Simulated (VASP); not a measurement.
VASP runs on ZrB2 (AlB2 type) share one base input (PBE GGA, plane waves, VASP's PBE PAW potentials (set 64)) and change the settings named in each case.

### POSCAR
```
ZrB2
1.0
  1.6167000000  -2.8002070000   0.0000000000
  1.6167000000   2.8002070000   0.0000000000
  0.0000000000   0.0000000000   3.6006000000
Zr B
1 2
Cart
  0.0000000000   0.0000000000   0.0000000000
  1.6167000000   0.9334042001   1.8003000000
  1.6167000000  -0.9334042001   1.8003000000
```

### INCAR
```
ALGO = Normal
EDIFF = 1E-6
ENCUT = 520
GGA = PE
ISIF = 2
ISMEAR = 1
LASPH = T
LCHARG = F
LMAXMIX = 4
LREAL = F
LWAVE = F
NELM = 100
PREC = Accurate
SIGMA = 0.1
SYSTEM = ZrB2
```

KPOINTS:
```
Automatic mesh
0
Gamma
10 10 8
0 0 0
```

POTCAR, in this order: Zr_sv B (PBE.64 set). Program: vasp_std.

| change | E(σ→0) (eV/atom) | pressure (GPa) |
|---|---|---|
| base run | -8.3030 | -11.76 |
| IVDW = 13 | -8.5962 | -16.79 |
| GGA = AM | -8.6515 | -16.74 |
| GGA removed, LMIXTAU = .TRUE., METAGGA = R2SCAN | -13.5214 | ___ |
| GGA = RE | -8.0251 | ___ |
| GGA = RP | -7.9466 | -8.52 |
| GGA = 91 | -8.2744 | -11.28 |

Q: Some entries are withheld; supply them.

A: 
- GGA = RE, pressure (GPa): -9.31
- GGA removed, LMIXTAU = .TRUE., METAGGA = R2SCAN, pressure (GPa): -12.06

Energies of different potentials or functionals have different zeros.

Left out are runs that ran out of time, are held back, or changed the cell or the kind of run, fixed moments of cells without a moment, rows past the twelfth, gaps on odd meshes, pressures of charged cells and columns that move by less than the noise.

The compound is ZrB2 in the AlB2 type structure. The cell was not relaxed at this level.
